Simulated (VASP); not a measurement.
VASP ran on this input.

**POSCAR**
```
CuAu
1
    2.8000000000     0.0000000000     0.0000000000
    0.0000000000     2.8000000000     0.0000000000
    0.0000000000     0.0000000000     3.6700000000
Cu Au
1 1
Direct
  0.0000000000   0.0000000000   0.0000000000
  0.5000000000   0.5000000000   0.5000000000
```

KPOINTS:
```
Automatic mesh
0
Gamma
10 10 8
0 0 0
```

### INCAR
```
SYSTEM = CuAu
PREC = Accurate
ENCUT = 400
EDIFF = 1E-6
NELM = 100
ALGO = Normal
LREAL = .FALSE.
LASPH = .TRUE.
ISMEAR = 1
SIGMA = 0.1
GGA = PE
LMAXMIX = 6
LWAVE = .FALSE.
LCHARG = .FALSE.
ISIF = 2
NBANDS = 9
```

POTCAR, in this order: Cu Au (PBE.64 set). Program: vasp_std.

The resulting files:

standard output:
```
 POSCAR found type information on POSCAR CuAu
 POSCAR found :  2 types and       2 ions
 Reading from existing POTCAR
 Reading from existing POTCAR
 LDA part: xc-table for (Slater+PW92), standard interpolation

 -----------------------------------------------------------------------------
|                                                                             |
|     EEEEEEE  RRRRRR   RRRRRR   OOOOOOO  RRRRRR      ###     ###     ###     |
|     E        R     R  R     R  O     O  R     R     ###     ###     ###     |
|     E        R     R  R     R  O     O  R     R     ###     ###     ###     |
|     EEEEE    RRRRRR   RRRRRR   O     O  RRRRRR       #       #       #      |
|     E        R   R    R   R    O     O  R   R                               |
|     E        R    R   R    R   O     O  R    R      ###     ###     ###     |
|     EEEEEEE  R     R  R     R  OOOOOOO  R     R     ###     ###     ###     |
|                                                                             |
|     The number of bands is not sufficient to hold all electrons. I am       |
|     sorry, but this calculation does not make sense. If you want to         |
|     calculate only selected states, you need to set either EFERMI or        |
|     EREF. EREF specifies around which energy states are supposed to be      |
|     calculated.                                                             |
|     I found NBANDS = 9, NELECT = 22.                                        |
|                                                                             |
|       ---->  I REFUSE TO CONTINUE WITH THIS SICK JOB ... BYE!!! <----       |
|                                                                             |
 -----------------------------------------------------------------------------
```

### Question
Read the log: what went wrong, and how is it fixed?

### Answer
The cause: NBANDS is too small to hold all electrons. VASP stops with an error: The number of bands is not sufficient to hold all electrons. I am sorry, but this calculation does not make sense. If you want to calculate only selected states, you need to set either EFERMI or EREF. EREF specifies around which energy states are supposed to be calculated. I found NBANDS = 9, NELECT = 22. ----> I REFUSE TO CONTINUE WITH THIS SICK JOB ... BYE!!! <---- To mend it, remove NBANDS.

The mended run (PBE GGA, plane waves, VASP's PBE PAW potentials (set 64)) converges, and its OSZICAR ends with
```
   1 F= -.70333049E+01 E0= -.70330965E+01  d E =-.625038E-03
```

The compound is CuAu in the L1_0 structure. The cell was not relaxed at this level.
